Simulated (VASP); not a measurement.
```yaml
crystal:
  lattice:
    - [0.00000, 2.06072, 2.06072]
    - [2.06072, 0.00000, 2.06072]
    - [2.06072, 2.06072, 0.00000]
  atoms:
    - { symbol: Mg, position: [0.00000, 0.00000, 0.00000] }
    - { symbol: O, position: [0.50000, 0.50000, 0.50000] }
```

All values below come from PBE GGA with D3 dispersion (zero damping), VASP's PBE PAW potentials (set 64) (plane waves; VASP). Run with 520 eV cut-off, 11×11×11 Γ-centred mesh, Gaussian smearing of 0.050 eV, potentials Mg O.

Estimate the energy per atom (σ→0), pressure, band gap (on the k-mesh) with the smallest direct gap where there is one.

| Property | Result |
|---|---|
| band gap (on the k-mesh) | 5.39 eV |
| smallest direct gap (on the k-mesh) | 5.39 eV |
| energy per atom (σ→0) | -6.141 eV/atom |
| pressure | 11.53 GPa |

The compound is MgO in the rock salt structure. This cell is one point of a volume scan, at 0.94 of the reference volume.
